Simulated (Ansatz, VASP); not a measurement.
# Cross-check of Ag (linear Ag chain) between VASP and Ansatz, part 2 of 2

Wanted: the spread between two codes on one cell, functional and k mesh. The structure shown is the end of the Ansatz relaxation below. Other levels of theory on this material are compared in a session of their own.

VASP 6.6.1 and Ansatz 0.2.0.

So far: Set-up; Ansatz: relaxation, PBEsol; VASP: single point, PBEsol.

**3. VASP: single point, PBEsol (continued)**

Level of this step: PBEsol, zero-moment start; plane waves and PAW (Ag) (VASP).

Numbers of over 12 decimals in the logs are rounded to 6 here.

From OUTCAR (step 3):

```text
ion  position               nearest neighbor table
   1  0.500  0.500  0.000-

  LATTYP: Found a simple tetragonal cell.
 ALAT       =     7.5000000000
 C/A-ratio  =     0.3461078638

 Subroutine GETGRP returns: Found 16 space group operations
 (whereof 16 operations were pure point group operations)

The static configuration has the point symmetry D_4h.

 Found     16 irreducible k-points:

   k-points           NKPTS =     16   k-points in BZ     NKDIM =     16   number of bands    NBANDS=     12

   dimension x,y,z NGX =    56 NGY =   56 NGZ =   20
   dimension x,y,z NGXF=   112 NGYF=  112 NGZF=   40

   ENCUT  =  500.0 eV  36.75 Ry    6.06 a.u.  13.67 13.67  4.73*2*pi/ulx,y,z

   NELECT =      11.0000    total number of electrons

 k-points in reciprocal lattice and weights: Automatic mesh
   0.00000000  0.00000000  0.00000000       0.033
   0.00000000  0.00000000  0.03333333       0.067
   0.00000000  0.00000000  0.06666667       0.067
   0.00000000  0.00000000  0.10000000       0.067
   0.00000000  0.00000000  0.13333333       0.067
   0.00000000  0.00000000  0.16666667       0.067
   0.00000000  0.00000000  0.20000000       0.067
   0.00000000  0.00000000  0.23333333       0.067
   0.00000000  0.00000000  0.26666667       0.067
[...]
0.00000000  0.00000000  0.46666667       0.067
   0.00000000  0.00000000  0.50000000       0.033

 average (electrostatic) potential at core
       1 -81.1054

 E-fermi :  -3.7102

 spin component 1
 k-point     1 :       0.0000    0.0000    0.0000
  band No.  band energies     occupation
    ...
      2      -6.5133      1.00000
      3      -6.5112      1.00000
      4      -5.5266      1.00000
      5      -5.5266      1.00000
      6      -4.8527      1.00000
      7      -0.3440      0.00000
      8      -0.3440      0.00000
      9       1.1955      0.00000
     10       2.4147      0.00000
     11       4.3065      0.00000
    ...

 k-point     2 :       0.0000    0.0000    0.0333
  band No.  band energies     occupation
    ...
      2      -6.5094      1.00000
      3      -6.5073      1.00000
      4      -5.5556      1.00000
      5      -5.5556      1.00000
      6      -4.8346      1.00000
      7      -0.3043      0.00000
      8      -0.3043      0.00000
      9       1.2192      0.00000
     10       2.4384      0.00000
     11       4.3335      0.00000
    ...

 k-point     3 :       0.0000    0.0000    0.0667
  band No.  band energies     occupation
    ...
      2      -6.4978      1.00000
      3      -6.4957      1.00000
      4      -5.6393      1.00000
      5      -5.6393      1.00000
      6      -4.7802      1.00000
      7      -0.1874      0.00000
      8      -0.1874      0.00000
      9       1.2902      0.00000
     10       2.5098      0.00000
     11       4.4145      0.00000
    ...

 k-point     4 :       0.0000    0.0000    0.1000
  band No.  band energies     occupation
    ...
      2      -6.4790      1.00000
      3      -6.4770      1.00000
      4      -5.7693      1.00000
      5      -5.7693      1.00000
      6      -4.6885      1.00000
      7       0.0002      0.00000
      8       0.0002      0.00000
      9       1.4087      0.00000
     10       2.6288      0.00000
     11       4.5488      0.00000
    ...

 k-point     5 :       0.0000    0.0000    0.1333
  band No.  band energies     occupation
    ...
      2      -6.4537      1.00000
      3      -6.4519      1.00000
      4      -5.9339      1.00000
      5      -5.9339      1.00000
      6      -4.5573      1.00000
      7       0.2503      0.00000
      8       0.2503      0.00000
      9       1.5747      0.00000
     10       2.7954      0.00000
     11       4.7356      0.00000
    ...

 k-point     6 :       0.0000    0.0000    0.1667
  band No.  band energies     occupation
    ...
      2      -6.4230      1.00000
      3      -6.4213      1.00000
      4      -6.1210      1.00000
      5      -6.1210      1.00000
      6      -4.3833      1.00000
      7       0.5549      0.00000
      8       0.5549      0.00000
      9       1.7885      0.00000
     10       3.0098      0.00000
     11       4.9739      0.00000
    ...

  Total       -0.1222703     -0.1222703     -0.0325754      0.0000000     -0.0000000      0.0000000
  in kB       -1.3416414     -1.3416414     -0.3574418      0.0000000     -0.0000000      0.0000000
  external PRESSURE =      -1.0135749 kB  Pullay stress =       0.0000000 kB

  energy-cutoff  :      500.00
  volume of cell :      146.01
      direct lattice vectors                 reciprocal lattice vectors
     7.500000000  0.000000000  0.000000000     0.133333333  0.000000000  0.000000000
     0.000000000  7.500000000  0.000000000     0.000000000  0.133333333  0.000000000
     0.000000000  0.000000000  2.595808979     0.000000000  0.000000000  0.385236359

 POSITION                                       TOTAL-FORCE (eV/Angst)
 -----------------------------------------------------------------------------------
      3.75000      3.75000      0.00000         0.000000      0.000000      0.000000
 -----------------------------------------------------------------------------------
    total drift:                                0.000000      0.000000      0.000000

  FREE ENERGIE OF THE ION-ELECTRON SYSTEM (eV)
  ---------------------------------------------------
  free  energy   TOTEN  =        -1.5753156728 eV

  energy  without entropy=       -1.5734693997  energy(sigma->0) =       -1.57439254

 total charge
# of ion       s       p       d       tot
------------------------------------------
    1        0.448   0.069   9.285   9.802

 magnetization (x)
# of ion       s       p       d       tot
------------------------------------------
    1       -0.000  -0.000   0.000   0.000

[... 6 further parts left out ...]
```

**4. Differences**

Known differences besides the potentials themselves: the data sets hold 19 valence electrons in Ansatz (on its default PAW (the set named soft_2) files) and 11 in VASP; the cutoff is 420 eV in Ansatz and 500 eV in VASP; Ansatz makes its cores anew for this functional, VASP keeps those of its PBE data sets; Ansatz's pressure holds a Pulay correction, VASP's none. Total energies have different zeros and are not compared.

The two programs side by side:

```tsv
quantity	Ansatz	VASP	difference
pressure (GPa)	-0.09	-0.10	+0.01
```

**5. Ansatz: relaxation, r2SCAN**

This run makes the geometry at which the two programs are then compared. The cell compared in this pair holds 146.77 Å³, against 146.01 Å³ for the pair before.

The structure compared here is the end of the Ansatz relaxation.

Contents of input.yaml:

```yaml
crystal:
  lattice:
    - [7.5, 0.0, 0.0]
    - [0.0, 7.5, 0.0]
    - [0.0, 0.0, 2.697]
  atoms:
    - { symbol: Ag, position: [0.5, 0.5, 0.0], spin: 0.5 }
magnetization:
  spin_polarized: true
kpoints:
  mp_grid: { grid: [1, 1, 30] }
scf:
  occupations: { method: fermi_dirac, width: 0.05 }
hamiltonian:
  xc: r2scan
relax:
  cell: { fix: [a, b, alpha, beta, gamma] }
  max_steps: 60
```

Command:

```
$ ansatz run input.yaml --threads 4 --pin off --max-ram 8192MiB --backend cpu --events-out ev --progress --plain --runs-dir out
```

The program printed:

```text
[...]
Crystal: 1 atoms, lattice volume = 151.706 Å³
Basis set: ecut = 500 eV, 3825 PW (Γ), exchange–correlation on 240×240×80 points (64 copies of the dense FFT grid, shifted against one another)
Bands: 14, of which v1, the nominal top of the filled ones, is band 10 counted from 1 (9 counted from 0)
Symmetry: 16 space group operations
[...]
-0.145953       0.000000      -0.000000
        0.000000      -0.145953       0.000000
       -0.000000       0.000000      -0.017055
  P = ⅓ Tr σ = -0.1030 GPa (-1.030 kbar)
--- Relaxed structure (4 steps of the walk, 4 accepted, 1 SCFs on fresh bases) ---
[...]
cell:  # Å, volume = 146.7672 Å³
    - [7.5, 0, 0]
    - [0, 7.5, 0]
    - [0, 0, 2.609195]
  atoms:
    - { symbol: Ag, position: [0.5, 0.5, 0] }
[key lines of the parts left out:]
SCF converged after 6 iterations
Magnetization: 0.0000 μB (9.5000 up, 9.5000 down)
Free energy (F): -7602.305804 eV
Fermi energy:    -2.528732 eV
```

**6. VASP: single point, r2SCAN**

The same cell, functional, mesh and smearing now go to VASP, with its own data sets.

Contents of INCAR:

```
SYSTEM = Ag
PREC = Accurate
ENCUT = 550
EDIFF = 1E-06
NELM = 200
ISMEAR = -1
SIGMA = 0.05
LREAL = .FALSE.
ALGO = Normal
METAGGA = R2SCAN
LASPH = .TRUE.
NBANDS = 12
ISPIN = 2
MAGMOM = -0
LMAXMIX = 4
LORBIT = 11
LWAVE = .FALSE.
LCHARG = .FALSE.
ISIF = 2
GGA_COMPAT = .FALSE.
LMIXTAU = .TRUE.
KPAR = 2
```

Contents of POSCAR:

```
Ag
1.0
    7.5000000000      0.0000000000      0.0000000000
    0.0000000000      7.5000000000      0.0000000000
    0.0000000000      0.0000000000      2.6091948650
Ag
1
Direct
    0.5000000000      0.5000000000      0.0000000000
```

Contents of KPOINTS:

```
Automatic mesh
0
Gamma
1 1 30
0 0 0
```

Potentials, in the order of the species: Ag (PBE family, release 64).

Command:

```
$ mpirun -np 2 vasp_std
```

The program printed:

```text
[banner, memory and clock lines left out]
running    2 mpi-ranks, on    1 nodes
[...]
[... a notice as in an earlier step ...]

 LDA part: xc-table for (None), standard interpolation
 POSCAR, INCAR and KPOINTS ok, starting setup
[...]
entering main loop
       N       E                     dE             d eps       ncg     rms          rms(c)
DAV:   1     0.365952065328E+02    0.36595E+02   -0.36802E+03   768   0.648E+02
DAV:   2    -0.210744018372E+02   -0.57670E+02   -0.52538E+02   956   0.130E+02
DAV:   3    -0.231045966052E+02   -0.20302E+01   -0.20232E+01   884   0.289E+01
DAV:   4    -0.231136270266E+02   -0.90304E-02   -0.90297E-02   968   0.221E+00
[...]
DAV:  25    -0.197142350129E+02   -0.43559E-04   -0.12334E-05   768   0.270E-02    0.996E-02
DAV:  26    -0.197142518744E+02   -0.16862E-04   -0.23125E-06   768   0.117E-02    0.979E-02
DAV:  27    -0.197142518974E+02   -0.22994E-07   -0.31591E-06   768   0.125E-02
   1 F= -.19714252E+02 E0= -.19713476E+02  d E =-.155082E-02  mag=    -0.0000
```

OUTCAR, selected parts (step 6):

```text
  Total       -0.0021836     -0.0021836      0.1239162     -0.0000000     -0.0000000      0.0000000
  in kB       -0.0238373     -0.0238373      1.3527250     -0.0000000     -0.0000000      0.0000000
  external PRESSURE =       0.4350168 kB  Pullay stress =       0.0000000 kB

 POSITION                                       TOTAL-FORCE (eV/Angst)
 -----------------------------------------------------------------------------------
      3.75000      3.75000      0.00000         0.000000      0.000000      0.000000
 -----------------------------------------------------------------------------------
    total drift:                                0.000000      0.000000     -0.000000

  FREE ENERGIE OF THE ION-ELECTRON SYSTEM (eV)
  ---------------------------------------------------
  free  energy   TOTEN  =       -19.7142518974 eV

  energy  without entropy=      -19.7127010771  energy(sigma->0) =      -19.71347649

[... 2 parts as in an earlier step ...]

[... 2 further parts left out ...]
[key lines of the parts left out:]
E-fermi :  -3.6018
```

**7. Differences**

What differs besides the data sets and the points named for the pairs above, as far as they apply: VASP keeps PBE cores, Ansatz makes them for the functional; the data sets hold 19 valence electrons in Ansatz (on its default PAW (the set named soft_2) files) and 11 in VASP; the cutoff is 500 eV in Ansatz and 550 eV in VASP. Total energies have different zeros and are not compared.

Both answers:

```tsv
quantity	Ansatz	VASP	difference
pressure (GPa)	-0.10	0.04	-0.15
```

VASP's last cycles still show a density residual of 1e-02, so its state may not be settled.

**8. Outcome**

| Item | Value |
| --- | --- |
| difference in pressure (single point, PBEsol) | 0.0086 GPa |
| difference in pressure (single point, r2SCAN) | -0.15 GPa |

**Reading.** The difference in pressure is -0.15 GPa (single point, r2SCAN), within the 1 GPa picked in this series as the mark of a large difference. The data sets hold unlike numbers of valence electrons (19 in Ansatz and 11 in VASP), so part of the differences may come from the potentials. 3 further pairs of this series are not shown here. How closely two codes agree says nothing of how well the functional describes the real material.

[Lines on the potential files, build, host, timing and source positions are cut from VASP's logs without a mark.]

[Logs are printed without paths, hosts, clocks, repeated set-up lines and the standing remarks that a program may print on its own settings, such as how far it seeks lower states.]

[Hosts, paths, dates, database ids (printed as entryN), source tags and the programs' standing remarks are cut or masked in the printed files.]
